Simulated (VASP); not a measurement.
LuAl3N4, 8 atoms in the cell. Symmetry: I-42m, No. 121, tetragonal system. Conventional cell: a = 4.632 Å, b = 4.632 Å, c = 9.002 Å, α = 90.00°, β = 90.00°, γ = 90.00°. Lu (site symmetry -42m) has 4 N at 2.17 Å as nearest neighbours. Al (site symmetry -42m) has 4 N at 1.91 Å as nearest neighbours. Al (site symmetry -4) has 4 N at 1.94 Å as nearest neighbours. Around N (site symmetry m) lie 3 Al at 1.91 to 1.94 Å and 1 Lu at 2.17 Å. The cell was built by a generator and needn't be a form met in nature.

| Quantity | Value |
| --- | --- |
| Program | VASP 6.6.1 |
| Task | density of states |
| Functional | PBE |
| Potentials or basis | VASP PAW PBE potentials, release 64 (Lu, Al, N) |
| Cutoff | 520 eV |
| k mesh | 8 × 8 × 8 |
| Occupations | gaussian, width 0.03 eV |
| Spin | no spin polarisation |
| k mesh for the DOS | 12 × 12 × 12 |
| Occupations for the DOS | tetrahedron |
| Further INCAR settings | ALGO = Normal; EDIFF = 1e-07; NBANDS = 37 |

Potentials or basis: VASP PAW PBE potentials, release 64 (Lu, Al, N).

Run with:

```bash
$ cat potpaw_PBE.64/Lu/POTCAR potpaw_PBE.64/Al/POTCAR potpaw_PBE.64/N/POTCAR > POTCAR
$ cp INCAR.step1 INCAR
$ cp KPOINTS.step1 KPOINTS
$ mpirun -np 2 vasp_std > vasp.out
$ cp INCAR.step2 INCAR
$ cp KPOINTS.step2 KPOINTS
$ mpirun -np 2 vasp_std > vasp.out
```

Hardware: 2 MPI ranks on Intel(R) Xeon(R) Platinum 8488C (Sapphire Rapids), on a shared host.

How long does it take, and how much memory?

It took 6.6 min on 2 MPI ranks on Intel(R) Xeon(R) Platinum 8488C (Sapphire Rapids) (shared host), peak memory 0.63 GiB a rank. Counts: scf iterations 10, k points 163.
